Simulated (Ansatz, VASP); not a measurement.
## One calculation of Mg2SO, two programs

```
O Mg S
1.0
     3.67487    0.00000    0.00000
     0.00000    3.67487    0.00000
     0.00000    0.00000    4.88397
O Mg S
1 2 1
Direct
  0.00000 0.00000 0.00000
  0.00000 0.50000 0.81132
  0.50000 0.00000 0.18868
  0.50000 0.50000 0.50000
```

The cell was built by a generator and needn't be a form met in nature.

Alike in both runs: task single point; functional HSE06; k mesh 4 × 4 × 2; no spin polarisation.

|  | VASP | Ansatz |
| --- | --- | --- |
| version | VASP 6.6.1 | Ansatz 0.2.0 |
| potentials or method | VASP PAW PBE potentials, release 64 (O, Mg, S) | plane waves, PAW |
| plane-wave cutoff (eV) | 520 | 420 |
| occupations | gaussian, width 0.01 eV | fixed |
| valence electrons in the cell | 16 | 32 |

|  | VASP | Ansatz | Ansatz less VASP |
| --- | --- | --- | --- |
| gap on the k mesh at the Fermi level (eV) | 2.64 | 2.66 | +0.021 |
| pressure (GPa) | -0.2 | 0.0 | +0.22 |
| largest component of the traceless stress (GPa) | 0.21 | 0.29 | +0.073 |
| rms of the force components (eV/Å) | 0.019 | 0.014 | -0.0057 |

The two sets of potentials don't hold the same shells in valence. Ansatz warned: «stress_exchange_threshold_loose».

Caveats: the k mesh is coarse (spacing up to 0.64 Å⁻¹), so the values aren't converged, least of all with exact exchange; the PAW data sets were made with another functional, which shifts forces and pressure a little (VASP). A k mesh can miss the band edges.
